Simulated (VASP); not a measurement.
An input for Quantum ESPRESSO's pw.x (written as the equivalent of a VASP run, and not itself run):

```
&CONTROL
  calculation = 'vc-relax'
  pseudo_dir = './pseudo'
  outdir = './out'
  tprnfor = .true.
  tstress = .true.
  nstep = 60
  forc_conv_thr = 0.00039
/
&SYSTEM
  ibrav = 0
  nat = 1
  ntyp = 1
  ecutwfc = 40
  occupations = 'smearing'
  smearing = 'methfessel-paxton'
  degauss = 0.00735
  input_dft = 'vdw-df-obk8'
/
&ELECTRONS
  conv_thr = 7.3e-08
  electron_maxstep = 100
/
&IONS
/
&CELL
/
ATOMIC_SPECIES
  Al 26.982 Al.upf
CELL_PARAMETERS angstrom
     0.0000000    2.0250000    2.0250000
     2.0250000    0.0000000    2.0250000
     2.0250000    2.0250000    0.0000000
ATOMIC_POSITIONS crystal
  Al   0.0000000  0.0000000  0.0000000
K_POINTS automatic
  14 14 14 0 0 0
```

Q: Translate this input to VASP (INCAR, KPOINTS, POSCAR, choice of POTCAR).

A: This is not unique; one that fits is 
### KPOINTS
```
Automatic mesh
0
Gamma
 14 14 14
0 0 0
```

INCAR:
```
# general
SYSTEM    =  Al
PREC      =  Accurate
ENCUT     =  520
LREAL     =  F
LASPH     =  T

# electronic loop
EDIFF     =  1E-6
NELM      =  100
ALGO      =  Normal

# smearing
ISMEAR    =  1
SIGMA     =  0.1

# functional
GGA       =  BO
LUSE_VDW  =  T
AGGAC     =  0.0
PARAM1    =  0.1833333333
PARAM2    =  0.22

# ions
IBRION    =  2
NSW       =  60
ISIF      =  3
EDIFFG    =  -0.01

# output
LWAVE     =  F
LCHARG    =  F
```

### POSCAR
```
Al
1
    0.0000000000     2.0250000000     2.0250000000
    2.0250000000     0.0000000000     2.0250000000
    2.0250000000     2.0250000000     0.0000000000
Al
1
Direct
  0.0000000000   0.0000000000   0.0000000000
```

POTCAR, in this order: Al (PBE.64 set). Program: vasp_std.

What does not carry over: the potentials are each code's own (VASP's PAW set, PseudoDojo norm-conserving files in pw.x), so ENCUT and ecutwfc are chosen apart and not converted; conv_thr bounds pw.x's estimated SCF error, while EDIFF bounds the energy change between steps; forc_conv_thr acts on force components and is met together with etot_conv_thr.

The compound is Al in the fcc structure. The cell was not relaxed at this level.
